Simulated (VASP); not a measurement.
Here is the system:

```yaml
crystal:
  lattice:
    - [3.14167, 0.00000, 0.00000]
    - [-1.57084, 2.72077, 0.00000]
    - [0.00000, 0.00000, 5.09264]
  atoms:
    - { symbol: Zr, position: [0.33333, 0.66667, 0.25000] }
    - { symbol: Zr, position: [0.66667, 0.33333, 0.75000] }
```

The numbers are results of LDA (Ceperley-Alder, Perdew-Zunger), VASP's LDA PAW potentials (set 64) (plane waves; VASP 6.6.1), not measurements. Numerical set-up: 400 eV cut-off, 15×15×8 Γ-centred mesh, tetrahedra with Blöchl corrections, potentials Zr_sv.

Question: Predict the energy per atom (σ→0), band gap (on the k-mesh) with the smallest direct gap where there is one.

Answer: 
* **band gap (on the k-mesh)**: none (metal, semimetal or under 0.01 eV)
* **energy per atom (σ→0)**: -9.291 eV/atom

Total energies compare only between runs with the same potentials, cut-off and functional.

The structure comes from a computed database's Zr entry (P6_3/mmc); how it stands against other phases isn't given here. It was relaxed first, which changed the volume by -7 %.
